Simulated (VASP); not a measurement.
Output of a VASP run:

### OSZICAR
```
       N       E                     dE             d eps       ncg     rms          rms(c)
DAV:   1     0.346781548989E+02    0.34678E+02   -0.60846E+03  5236   0.106E+03
DAV:   2    -0.132042827850E+02   -0.47882E+02   -0.44869E+02  7041   0.159E+02
DAV:   3    -0.156328415258E+02   -0.24286E+01   -0.23129E+01  6870   0.331E+01
DAV:   4    -0.156815442698E+02   -0.48703E-01   -0.48366E-01  6826   0.449E+00
DAV:   5    -0.156827109334E+02   -0.11667E-02   -0.11576E-02  6820   0.511E-01    0.786E+00
DAV:   6    -0.156552245310E+02    0.27486E-01   -0.17255E-02  6244   0.895E-01    0.457E+00
DAV:   7    -0.156438123132E+02    0.11412E-01   -0.26938E-02  6007   0.110E+00    0.171E-01
DAV:   8    -0.156437214535E+02    0.90860E-04   -0.98889E-04  6470   0.258E-01    0.832E-02
DAV:   9    -0.156437250311E+02   -0.35776E-05   -0.75235E-05  6634   0.645E-02    0.174E-02
DAV:  10    -0.156437250965E+02   -0.65361E-07   -0.39612E-06  6797   0.149E-02    0.730E-03
DAV:  11    -0.156437253605E+02   -0.26397E-06   -0.38134E-07  6281   0.477E-03    0.209E-03
DAV:  12    -0.156437252699E+02    0.90573E-07   -0.31917E-08  3770   0.136E-03
   1 F= -.15643725E+02 E0= -.15643639E+02  d E =-.258258E-03
```

### OUTCAR
```
------------------------ aborting loop because EDIFF is reached ----------------------------------------
  FORCE on cell =-STRESS in cart. coord.  units (eV):
  Direction    XX          YY          ZZ          XY          YZ          ZX
  --------------------------------------------------------------------------------------
  Total        0.4650468     -0.0776043      0.7754286     -0.0490818      0.0000000      0.0000000
  in kB       18.0544366     -3.0128203     30.1043394     -1.9054943      0.0000000      0.0000000
  external PRESSURE =      15.0486519 kB  Pullay stress =       0.0000000 kB
  volume of cell :       41.27
      direct lattice vectors                 reciprocal lattice vectors
     4.397064629  0.000000004  0.000000000     0.227424449  0.131303564  0.000000000
    -2.198531805  3.807968855  0.000000000    -0.000000000  0.262607190  0.000000000
     0.000000000  0.000000000  2.464717114     0.000000000  0.000000000  0.405726075
 POSITION                                       TOTAL-FORCE (eV/Angst)
 -----------------------------------------------------------------------------------
      0.00000      0.00000      0.00000        -0.067738      0.040380      0.000000
     -0.00000      2.53865      1.23236        -0.114840      0.002989      0.000000
      2.04853      1.26932      1.23236         0.182578     -0.043369      0.000000
 -----------------------------------------------------------------------------------
    total drift:                                0.000024      0.000012     -0.000000
  FREE ENERGIE OF THE ION-ELECTRON SYSTEM (eV)
  ---------------------------------------------------
  free  energy   TOTEN  =       -15.6437252699 eV

  energy  without entropy=      -15.6434670120  energy(sigma->0) =      -15.64363918
```
(Selected blocks of OUTCAR.)

File POSCAR:
```
P
1
    4.3970646289     0.0000000044    -0.0000000000
   -2.1985318053     3.8079688550     0.0000000000
    0.0000000000     0.0000000000     2.4647171138
P
3
Direct
  0.0000000000   0.0000000000   0.0000000000
  0.3333330000   0.6666670000   0.5000000000
  0.6325533327   0.3333330000   0.5000000000
```

Problem. Write an INCAR and KPOINTS that could have produced this output.

Solution. One answer among several that fit: the input of the run itself, PBEsol GGA, plane waves, VASP's PBE PAW potentials (set 64).

KPOINTS:
```
Automatic mesh
0
Gamma
8 8 12
0 0 0
```

**INCAR**
```
# general
SYSTEM=P
PREC  =Accurate
ENCUT =480
LREAL =.False.
LASPH =.True.

# electronic loop
EDIFF =1E-7
NELM  =100
ALGO  =Normal

# smearing
ISMEAR=1
SIGMA =0.1

# functional
GGA   =PS

# ions
ISIF  =2

# output
LWAVE =.False.
LCHARG=.False.
```

POTCAR, in this order: P (PBE.64 set). Program: vasp_std.

The structure was generated: P was put into the omega type (P6/mmm), which need not be its known phase. This cell was strained or had an atom moved on purpose. VASP warned that the highest band is occupied, so more bands are needed.
